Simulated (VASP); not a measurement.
Here is a VASP 6.6.1 calculation.

File INCAR:

```
PREC     = Accurate       # precision mode
ENCUT    = 600            # plane-wave cutoff, eV
EDIFF    = 1E-7           # SCF threshold, eV
ISMEAR   = 0              # smearing method
SIGMA    = 0.03           # smearing width, eV
LREAL    = False          # projectors in reciprocal space
LASPH    = True           # aspherical terms in the spheres
NELM     = 80             # most SCF steps
ALGO     = Normal         # electronic algorithm
ISIF     = 3              # what is computed and relaxed
LWAVE    = False          # write WAVECAR
LCHARG   = False          # write CHGCAR
GGA      = PS             # functional
IBRION   = 2              # ionic algorithm
NSW      = 90             # ionic steps
EDIFFG   = -0.005         # ionic threshold
```

Contents of KPOINTS:

```
Automatic mesh
0
Gamma
  14 14 14
```

POSCAR

```
C                                       
1.0
    0.0000000000      1.7774542777      1.7774542777
    1.7774542777     -0.0000000000      1.7774542777
    1.7774542777      1.7774542777      0.0000000000
  C             
     2
Direct
     0.0000000000000000    0.0000000000000000    0.0000000000000000
     0.2500000000000000    0.2500000000000000    0.2500000000000000
```

Potentials or basis: VASP PAW PBE potentials, release 64 (C).

The run is started by

```bash
$ cat potpaw_PBE.64/C/POTCAR > POTCAR
$ mpirun -np 1 vasp_std > vasp.out
```

(1) What does it give for the band gap on the k mesh?

Answers

(1) 4.03 eV, indirect (least direct gap 5.57 eV).

Caveat: the relaxation stopped at its first step, so nothing moved.
